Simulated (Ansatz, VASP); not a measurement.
# AlSi2Cl: VASP beside Ansatz

Contents of INCAR:

```
ALGO = Normal
EDIFF = 1E-6
ENCUT = 520
GGA = PE
ISIF = 2
ISMEAR = -1
LASPH = True
LCHARG = True
LELF = True
LREAL = False
LVHAR = True
LWAVE = False
NBANDS = 17
NELM = 100
PREC = Accurate
SIGMA = 0.05
```

File KPOINTS:

```
k-points
0
Gamma
  8 8 6
```

File POSCAR:

```
AlSi2Cl
1.0
    3.7514249899      0.0000000000      0.0000000000
   -1.8757124950      3.2488293375      0.0000000000
    0.0000000000      0.0000000000      4.9224233233
Al Si Cl
1 2 1
Direct
    0.6666666700      0.3333333300      0.5000000000
    0.0000000000      0.0000000000      0.7468175900
    0.0000000000      0.0000000000      0.2531824100
    0.3333333300      0.6666666700      0.0000000000
```

File input.yaml:

```yaml
crystal:
  lattice:
    - [3.7514249899, 0.0, 0.0]
    - [-1.875712495, 3.2488293375, 0.0]
    - [0.0, 0.0, 4.9224233233]
  atoms:
    - { symbol: Al, position: [0.66666667, 0.33333333, 0.5] }
    - { symbol: Si, position: [0.0, 0.0, 0.74681759] }
    - { symbol: Si, position: [0.0, 0.0, 0.25318241] }
    - { symbol: Cl, position: [0.33333333, 0.66666667, 0.0] }
kpoints:
  mp_grid: { grid: [8, 8, 6] }
scf:
  occupations: { method: fermi_dirac, width: 0.05 }
hamiltonian:
  xc: pbe
  pseudopotentials: { kind: all_electron, lapw: { basis_error: 0.001 } }
output:
  forces: true
  stress: true
  eigenvalues: true
```

Change from the starting cell: volume scaled by 0.96.

Alike in both runs: task single point; functional PBE; k mesh 8 × 8 × 6; occupations fermi-dirac, width 0.05 eV; no spin polarisation.

|  | VASP | Ansatz |
| --- | --- | --- |
| version | VASP 6.6.1 | Ansatz 0.2.0 |
| potentials or method | VASP PAW PBE potentials, release 64 (Al, Si, Cl) | all-electron LAPW, scalar-relativistic |
| plane-wave cutoff (eV) | 520 | see its input |

|  | VASP | Ansatz | Ansatz less VASP |
| --- | --- | --- | --- |
| gap on the k mesh at the Fermi level (eV) | none | none | - |
| pressure (GPa) | 27.2 | 27.1 | -0.07 |
| largest component of the traceless stress (GPa) | 5.68 | 5.52 | -0.163 |
| rms of the force components (eV/Å) | 0.342 | 0.342 | -0.0005 |

Atom by atom the forces differ by 0.000 eV/Å (rms over components). A gap of «none» marks a metal or a gap that the smearing closes. Ansatz ran all-electron here, so the differences hold the error of VASP's frozen core and of both bases.

Caveats: so large a pressure means that the cell lies far from this level's equilibrium, or that cutoff or potentials fall short (VASP).
